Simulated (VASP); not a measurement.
Energy against volume of LiF (rock salt). Computed with TPSS meta-GGA, VASP's PBE PAW potentials (set 64) (plane waves; VASP 6.6.1). Settings: 520 eV cut-off, 11×11×11 Γ-centred mesh, Gaussian smearing of 0.050 eV, potentials Li_sv F.

```json
[
 {"V (Å³/atom)": "7.745", "E (eV/atom)": "-6.52733"},
 {"V (Å³/atom)": "7.984", "E (eV/atom)": "-6.53278"},
 {"V (Å³/atom)": "8.224", "E (eV/atom)": "-6.53454"},
 {"V (Å³/atom)": "8.463", "E (eV/atom)": "-6.53305"}
]
```

Q: Fit these four points and predict the energy of the run at 7.505 Å³/atom.

A: A cubic in V^(−2/3), the third-order Birch-Murnaghan form, passes through the four points with V0 = 8.23 Å³/atom and B0 = 74 GPa, and gives -6.5176 eV/atom there. The run gave -6.5175 eV/atom, +0.1 meV/atom from the fit; all five points give B0 = 74 GPa.

The compound is LiF in the rock salt structure. It was relaxed first.
